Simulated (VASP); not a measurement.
# P2S in VASP: the effect of strain

P2S:

```
P S
1.0
     3.32941    0.00000    0.00000
     0.00000    3.32941    0.00000
     0.00000    0.00000    8.83117
P S
4 2
Direct
  0.00000 0.50000 0.30307
  0.00000 0.50000 0.80307
  0.50000 0.00000 0.69693
  0.50000 0.00000 0.19693
  0.00000 0.00000 0.00000
  0.50000 0.50000 0.50000
```

The cell was built by a generator and needn't be a form met in nature.

The cell isn't the ideal one: strain = -0.04.

Alike in all runs:

```yaml
Program: VASP 6.6.1
Task: single point
Functional: PBE
Potentials_or_basis: VASP PAW PBE potentials, release 64 (P, S)
Cutoff: 520 eV
k_mesh: 6 × 6 × 3
Occupations: fermi-dirac, width 0.05 eV
Spin: no spin polarisation
Strain_kind: uniaxial_z
Further_INCAR_settings: ALGO = Normal; EDIFF = 1e-06
```

```csv
strain,pressure (GPa),largest force (eV/Å)
-0.04,4.4,0.33
-0.02,2.4,0.21
-0.01,1.4,0.14
0,0.5,0.08
0.01,-0.3,0.01
0.02,-1.1,0.05
0.04,?,?
```

**Question.** What does the run with strain 0.04 give?

**Answer.** Pressure -2.7 GPa; largest force 0.18 eV/Å.

Worked out: A parabola through the other rows of the pressure, of slope -65.7 GPa per unit of strain there, extrapolates to -2.5 GPa, against the run's -2.7. A parabola through the other rows of the largest force, of slope 0.352 eV/Å per unit of strain there, extrapolates to 0.01 eV/Å, against the run's 0.18.
